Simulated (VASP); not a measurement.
Consider the following.

```yaml
crystal:
  lattice:
    - [0.00000, 2.55859, 2.55859]
    - [2.55859, 0.00000, 2.55859]
    - [2.55859, 2.55859, 0.00000]
  atoms:
    - { symbol: Zr, position: [0.00000, 0.00000, 0.00000] }
    - { symbol: O, position: [0.25000, 0.25000, 0.25000] }
    - { symbol: O, position: [0.75000, 0.75000, 0.75000] }
```

Computed with PW91 GGA, VASP's PBE PAW potentials (set 64) (plane waves; VASP). Settings: 520 eV cut-off, 8×8×8 Γ-centred mesh, tetrahedra with Blöchl corrections, potentials Zr_sv O.

Task: Tabulate the total density of states (states/eV per cell) against energy (eV; zero at the valence-band maximum or, without a gap, the Fermi level).

Result: 
```
E (eV) | DOS (states/eV)
    -9.90 |  0.00
    -9.66 |  0.00
    -9.42 |  0.00
    -9.30 |  0.00
    -9.06 |  0.00
    -8.82 |  0.00
    -8.58 |  0.00
    -8.46 |  0.00
    -8.22 |  0.00
    -7.98 |  0.00
    -7.74 |  0.00
    -7.62 |  0.00
    -7.38 |  0.00
    -7.14 |  0.00
    -6.90 |  0.00
    -6.78 |  0.00
    -6.54 |  0.00
    -6.30 |  0.00
    -6.06 |  0.00
    -5.94 |  0.00
    -5.70 |  0.07
    -5.46 | # 0.34
    -5.22 | ## 0.50
    -5.10 | ### 0.72
    -4.86 | ######### 2.08
    -4.62 | ################## 4.23
    -4.38 | ########## 2.45
    -4.14 | ######## 1.89
    -4.02 | ############# 3.03
    -3.78 | ############ 2.97
    -3.54 | ######## 1.95
    -3.30 | ########### 2.56
    -3.18 | ############ 2.88
    -2.94 | ######## 1.88
    -2.70 | ## 0.60
    -2.46 | ##### 1.25
    -2.34 | ######## 1.97
    -2.10 | ############ 2.79
    -1.86 | ######### 2.20
    -1.62 | ########### 2.59
    -1.50 | ########## 2.38
    -1.26 | #################### 4.76
    -1.02 | ############ 2.82
    -0.78 | ############### 3.57
    -0.66 | ############# 3.21
    -0.42 | #### 0.89
    -0.18 | # 0.29
     0.06 |  0.00
     0.18 |  0.00
     0.42 |  0.00
     0.66 |  0.00
     0.90 |  0.00
     1.02 |  0.00
     1.26 |  0.00
     1.50 |  0.00
     1.74 |  0.00
     1.98 |  0.00
     2.10 |  0.00
     2.34 |  0.00
     2.58 |  0.00
     2.82 |  0.00
     2.94 |  0.00
     3.18 |  0.00
     3.42 |  0.09
     3.66 | ## 0.60
     3.78 | ######## 2.02
     4.02 | ############################## 7.24
     4.26 | ############### 3.59
     4.50 | ################# 4.06
     4.62 | ###### 1.54
     4.86 |  0.00
     5.10 |  0.00
     5.34 |  0.00
     5.46 |  0.00
     5.70 |  0.03
     5.94 | ###### 1.39
     6.18 | ############# 3.07
     6.30 | ######### 2.21
     6.54 | ######## 1.87
     6.78 | ######### 2.16
```
Within 2 eV below the valence-band maximum the largest weight inside VASP's projection spheres is O p.

The compound is ZrO2 in the fluorite structure, the high-temperature cubic form, which is unstable at 0 K; the monoclinic form is the stable one. It was relaxed first.
